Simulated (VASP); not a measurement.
# NbSi₂ (space group P6_422): computed properties

Level of theory: r2SCAN meta-GGA, VASP's PBE PAW potentials (set 64) (plane waves; VASP).

```
Quantity                                                                                  Value
----------------------------------  -----------------------------------------------------------
space group                                                                        P6_422 (181)
cell                                a = b = 4.7875 Å, c = 6.5847 Å, α = β = 90.00°, γ = 120.00°
volume per atom                                                                   14.52 Å³/atom
band gap (over mesh and band path)                     none (metal, semimetal or under 0.01 eV)
density                                                                              5.68 g/cm³
```

```cif
data_Nb3Si6
_chemical_formula_sum 'Nb3 Si6'
_space_group_name_H-M_alt 'P 1'
_space_group_IT_number 1
_cell_length_a 4.78755
_cell_length_b 4.78755
_cell_length_c 6.58473
_cell_angle_alpha 90.000
_cell_angle_beta 90.000
_cell_angle_gamma 120.000
loop_
_space_group_symop_operation_xyz
  'x, y, z'
loop_
_atom_site_label
_atom_site_type_symbol
_atom_site_fract_x
_atom_site_fract_y
_atom_site_fract_z
_atom_site_occupancy
Nb1 Nb 0.50000 0.50000 0.66667 1
Nb2 Nb 0.00000 0.50000 0.33333 1
Nb3 Nb 0.50000 0.00000 0.00000 1
Si1 Si 0.68238 0.84119 0.33333 1
Si2 Si 0.84119 0.68238 0.00000 1
Si3 Si 0.15881 0.84119 0.66667 1
Si4 Si 0.31762 0.15881 0.33333 1
Si5 Si 0.15881 0.31762 0.00000 1
Si6 Si 0.84119 0.15881 0.66667 1
```

The structure comes from a computed database's NbSi2 entry (P6_422); how it stands against other phases isn't given here. It was relaxed first. Symmetry was kept, so distortions that lower it aren't found. The electron count is odd and the run is not spin-polarised, which forces a metal.
